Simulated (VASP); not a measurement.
Here is the system:

```xyz
2
Lattice="0.0000 2.8295 2.8295 2.8295 0.0000 2.8295 2.8295 2.8295 0.0000" Properties=species:S:1:pos:R:3 pbc="T T T"
Ca     0.0000     0.0000     0.0000
S      2.8295     2.8295     2.8295
```

Computed with HSEsol screened hybrid, VASP's PBE PAW potentials (set 64) (plane waves; VASP). Run with 520 eV cut-off, 6×6×6 Γ-centred mesh, Gaussian smearing of 0.050 eV, potentials Ca_sv S.

Question: What does the run give for the energy per atom (σ→0), band gap (on the k-mesh) with the smallest direct gap where there is one?

Answer: 
```yaml
band gap (on the k-mesh): 3.26 eV
smallest direct gap (on the k-mesh): 4.20 eV
energy per atom (σ→0): -6.041 eV/atom
```

Only differences to runs with the same potentials and settings are physical.

The compound is CaS in the rock salt structure. This cell is one point of a volume scan, at 0.97 of the reference volume. The cell's shape comes from a PBE relaxation.
